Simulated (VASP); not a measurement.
OSZICAR of a VASP run on ZrC (relaxed from the wurtzite structure, space group P6_3mc):

**OSZICAR**
```
       N       E                     dE             d eps       ncg     rms          rms(c)
DAV:   1     0.274140949776E+03    0.27414E+03   -0.17258E+04  1600   0.158E+03
DAV:   2    -0.197737686628E+02   -0.29391E+03   -0.28349E+03  1968   0.426E+02
DAV:   3    -0.448030160135E+02   -0.25029E+02   -0.24487E+02  2728   0.979E+01
DAV:   4    -0.461300467739E+02   -0.13270E+01   -0.13253E+01  2192   0.217E+01
DAV:   5    -0.461761787698E+02   -0.46132E-01   -0.46128E-01  2264   0.330E+00    0.287E+01
DAV:   6    -0.378077485941E+02    0.83684E+01   -0.57145E+01  1776   0.364E+01    0.102E+01
DAV:   7    -0.378269191607E+02   -0.19171E-01   -0.40852E+00  2452   0.104E+01    0.628E+00
DAV:   8    -0.378377865227E+02   -0.10867E-01   -0.33611E-01  2024   0.337E+00    0.158E+00
DAV:   9    -0.378257512884E+02    0.12035E-01   -0.12330E-01  2092   0.169E+00    0.392E-01
DAV:  10    -0.378255946761E+02    0.15661E-03   -0.86370E-03  2088   0.687E-01    0.189E-01
DAV:  11    -0.378257091946E+02   -0.11452E-03   -0.46418E-04  2192   0.202E-01    0.253E-02
DAV:  12    -0.378257045310E+02    0.46636E-05   -0.34045E-05  1984   0.520E-02    0.132E-02
DAV:  13    -0.378257045340E+02   -0.30427E-08   -0.23563E-06  1532   0.116E-02
   1 F= -.37825705E+02 E0= -.37825701E+02  d E =-.378257E+02
       N       E                     dE             d eps       ncg     rms          rms(c)
DAV:   1    -0.381101885197E+02   -0.28448E+00   -0.16293E+01  1604   0.390E+01    0.606E+00
DAV:   2    -0.379080419011E+02    0.20215E+00   -0.91442E-01  1940   0.850E+00    0.217E+00
DAV:   3    -0.378345772278E+02    0.73465E-01   -0.30921E-01  2288   0.443E+00    0.111E+00
DAV:   4    -0.378417482457E+02   -0.71710E-02   -0.45434E-02  2156   0.114E+00    0.351E-01
DAV:   5    -0.378453508285E+02   -0.36026E-02   -0.13048E-02  2712   0.699E-01    0.274E-01
DAV:   6    -0.378459991547E+02   -0.64833E-03   -0.85148E-04  2128   0.243E-01    0.348E-02
DAV:   7    -0.378460106054E+02   -0.11451E-04   -0.70368E-05  2348   0.459E-02    0.257E-02
DAV:   8    -0.378460200108E+02   -0.94054E-05   -0.15512E-05  2108   0.324E-02    0.432E-03
DAV:   9    -0.378460228712E+02   -0.28603E-05   -0.97522E-07  1224   0.926E-03    0.204E-03
DAV:  10    -0.378460228667E+02    0.44697E-08   -0.46255E-07  1084   0.453E-03
   2 F= -.37846023E+02 E0= -.37846049E+02  d E =-.203183E-01
       N       E                     dE             d eps       ncg     rms          rms(c)
DAV:   1    -0.378785662372E+02   -0.32543E-01   -0.16850E+00  1624   0.126E+01    0.192E+00
DAV:   2    -0.378592061650E+02    0.19360E-01   -0.10171E-01  2000   0.281E+00    0.721E-01
DAV:   3    -0.378511566001E+02    0.80496E-02   -0.30096E-02  2452   0.140E+00    0.324E-01
DAV:   4    -0.378518081710E+02   -0.65157E-03   -0.38629E-03  2168   0.342E-01    0.122E-01
DAV:   5    -0.378521768236E+02   -0.36865E-03   -0.15184E-03  2588   0.223E-01    0.698E-02
DAV:   6    -0.378522019689E+02   -0.25145E-04   -0.10158E-04  1996   0.730E-02    0.184E-02
DAV:   7    -0.378522025438E+02   -0.57481E-06   -0.92478E-06  1912   0.161E-02
   3 F= -.37852203E+02 E0= -.37852289E+02  d E =-.264980E-01
       N       E                     dE             d eps       ncg     rms          rms(c)
DAV:   1    -0.378658255134E+02   -0.13624E-01   -0.36671E+00  1608   0.178E+01    0.116E+00
DAV:   2    -0.378654894942E+02    0.33602E-03   -0.86063E-02  2064   0.256E+00    0.482E-01
DAV:   3    -0.378630513242E+02    0.24382E-02   -0.11551E-02  2416   0.870E-01    0.160E-01
DAV:   4    -0.378632446382E+02   -0.19331E-03   -0.12946E-03  2100   0.206E-01    0.677E-02
DAV:   5    -0.378633552658E+02   -0.11063E-03   -0.25807E-04  2612   0.925E-02    0.469E-02
DAV:   6    -0.378633775005E+02   -0.22235E-04   -0.46695E-05  2552   0.475E-02    0.495E-03
DAV:   7    -0.378633771370E+02    0.36350E-06   -0.12471E-06  1308   0.912E-03
   4 F= -.37863377E+02 E0= -.37863167E+02  d E =-.111746E-01
       N       E                     dE             d eps       ncg     rms          rms(c)
DAV:   1    -0.378671907886E+02   -0.38133E-02   -0.30039E+00  1600   0.161E+01    0.103E+00
DAV:   2    -0.378667268731E+02    0.46392E-03   -0.69673E-02  2048   0.230E+00    0.427E-01
DAV:   3    -0.378646528930E+02    0.20740E-02   -0.99958E-03  2408   0.809E-01    0.159E-01
DAV:   4    -0.378648075341E+02   -0.15464E-03   -0.11289E-03  2108   0.201E-01    0.639E-02
DAV:   5    -0.378648916218E+02   -0.84088E-04   -0.20146E-04  2740   0.845E-02    0.455E-02
DAV:   6    -0.378649108722E+02   -0.19250E-04   -0.41968E-05  2536   0.441E-02    0.462E-03
DAV:   7    -0.378649104166E+02    0.45559E-06   -0.10329E-06  1244   0.884E-03
   5 F= -.37864910E+02 E0= -.37864745E+02  d E =-.127079E-01
       N       E                     dE             d eps       ncg     rms          rms(c)
DAV:   1    -0.378768053662E+02   -0.11894E-01   -0.15826E+00  1600   0.115E+01    0.718E-01
DAV:   2    -0.378731860293E+02    0.36193E-02   -0.40690E-02  2088   0.165E+00    0.305E-01
DAV:   3    -0.378706384469E+02    0.25476E-02   -0.67314E-03  2280   0.685E-01    0.134E-01
DAV:   4    -0.378706695924E+02   -0.31146E-04   -0.49571E-04  2088   0.158E-01    0.633E-02
DAV:   5    -0.378706813506E+02   -0.11758E-04   -0.75008E-05  2408   0.576E-02    0.252E-02
DAV:   6    -0.378706894089E+02   -0.80582E-05   -0.12110E-05  2356   0.260E-02    0.507E-03
DAV:   7    -0.378706898608E+02   -0.45190E-06   -0.50412E-07  1112   0.656E-03
   6 F= -.37870690E+02 E0= -.37870592E+02  d E =-.577944E-02
       N       E                     dE             d eps       ncg     rms          rms(c)
DAV:   1    -0.378742353896E+02   -0.35460E-02   -0.56602E-01  1600   0.689E+00    0.439E-01
DAV:   2    -0.378728456868E+02    0.13897E-02   -0.14559E-02  2088   0.986E-01    0.189E-01
DAV:   3    -0.378718901526E+02    0.95553E-03   -0.25494E-03  2288   0.422E-01    0.804E-02
DAV:   4    -0.378719044826E+02   -0.14330E-04   -0.18345E-04  2072   0.966E-02    0.385E-02
DAV:   5    -0.378719110041E+02   -0.65215E-05   -0.25089E-05  2380   0.338E-02    0.150E-02
DAV:   6    -0.378719149003E+02   -0.38961E-05   -0.41948E-06  1764   0.156E-02    0.268E-03
DAV:   7    -0.378719151056E+02   -0.20528E-06   -0.34142E-07  1064   0.543E-03
   7 F= -.37871915E+02 E0= -.37871709E+02  d E =-.700469E-02
       N       E                     dE             d eps       ncg     rms          rms(c)
DAV:   1    -0.378720053738E+02   -0.90473E-04   -0.15517E-02  1608   0.114E+00    0.732E-02
DAV:   2    -0.378719656938E+02    0.39680E-04   -0.39554E-04  2084   0.163E-01    0.316E-02
DAV:   3    -0.378719389061E+02    0.26788E-04   -0.71427E-05  2284   0.706E-02    0.132E-02
DAV:   4    -0.378719399585E+02   -0.10524E-05   -0.51150E-06  1956   0.162E-02    0.629E-03
DAV:   5    -0.378719407368E+02   -0.77831E-06   -0.50141E-07  1076   0.580E-03
   8 F= -.37871941E+02 E0= -.37871718E+02  d E =-.703032E-02
       N       E                     dE             d eps       ncg     rms          rms(c)
DAV:   1    -0.378729274536E+02   -0.98750E-03   -0.11321E-01  1600   0.316E+00    0.294E-01
DAV:   2    -0.378726260648E+02    0.30139E-03   -0.33956E-03  2076   0.519E-01    0.112E-01
DAV:   3    -0.378724633039E+02    0.16276E-03   -0.72673E-04  2460   0.217E-01    0.478E-02
DAV:   4    -0.378724808657E+02   -0.17562E-04   -0.89659E-05  2140   0.559E-02    0.165E-02
DAV:   5    -0.378724905188E+02   -0.96531E-05   -0.15222E-05  2680   0.236E-02    0.144E-02
DAV:   6    -0.378724977080E+02   -0.71892E-05   -0.59227E-06  2052   0.136E-02    0.291E-03
DAV:   7    -0.378724982385E+02   -0.53044E-06   -0.29140E-07   952   0.506E-03
   9 F= -.37872498E+02 E0= -.37872323E+02  d E =-.557502E-03
       N       E                     dE             d eps       ncg     rms          rms(c)
DAV:   1    -0.378729149094E+02   -0.41720E-03   -0.75260E-02  1600   0.257E+00    0.241E-01
DAV:   2    -0.378727166241E+02    0.19829E-03   -0.22624E-03  2076   0.423E-01    0.918E-02
DAV:   3    -0.378726078499E+02    0.10877E-03   -0.48426E-04  2464   0.177E-01    0.391E-02
DAV:   4    -0.378726199537E+02   -0.12104E-04   -0.59953E-05  2132   0.459E-02    0.133E-02
DAV:   5    -0.378726266934E+02   -0.67397E-05   -0.98371E-06  2656   0.190E-02    0.117E-02
DAV:   6    -0.378726320468E+02   -0.53534E-05   -0.37933E-06  1744   0.112E-02    0.224E-03
DAV:   7    -0.378726324441E+02   -0.39729E-06   -0.36028E-07   916   0.582E-03
  10 F= -.37872632E+02 E0= -.37872495E+02  d E =-.691707E-03
       N       E                     dE             d eps       ncg     rms          rms(c)
DAV:   1    -0.378728993830E+02   -0.26734E-03   -0.16750E-02  1600   0.121E+00    0.116E-01
DAV:   2    -0.378727817222E+02    0.11766E-03   -0.59848E-04  2172   0.212E-01    0.499E-02
DAV:   3    -0.378727273752E+02    0.54347E-04   -0.18758E-04  2404   0.111E-01    0.252E-02
DAV:   4    -0.378727281707E+02   -0.79556E-06   -0.16653E-05  2076   0.285E-02    0.112E-02
DAV:   5    -0.378727269052E+02    0.12655E-05   -0.42969E-06  1796   0.142E-02    0.235E-03
DAV:   6    -0.378727267692E+02    0.13600E-06   -0.56272E-07   960   0.564E-03
  11 F= -.37872727E+02 E0= -.37872601E+02  d E =-.943251E-04
```

Q: Which electronic solver shows in the log?

A: It is blocked Davidson (ALGO = Normal, or the opening steps of other solvers). The INCAR had ALGO = Normal.

Q: Can the final energy be trusted as converged?

A: The calculation finished and met its thresholds. It stopped with EDIFF = 1E-6, NELM = 100, NSW = 60 and EDIFFG = -0.02 after 11 ionic steps (PBE GGA, plane waves, VASP's PBE PAW potentials (set 64)). Energy and stress use the plane-wave basis of the starting cell.

The structure was generated: ZrC was put into the wurtzite type (P6_3mc), which need not be its known phase. This run relaxes it. Symmetry was kept, so distortions that lower it aren't found. The start is the result of an earlier pass.
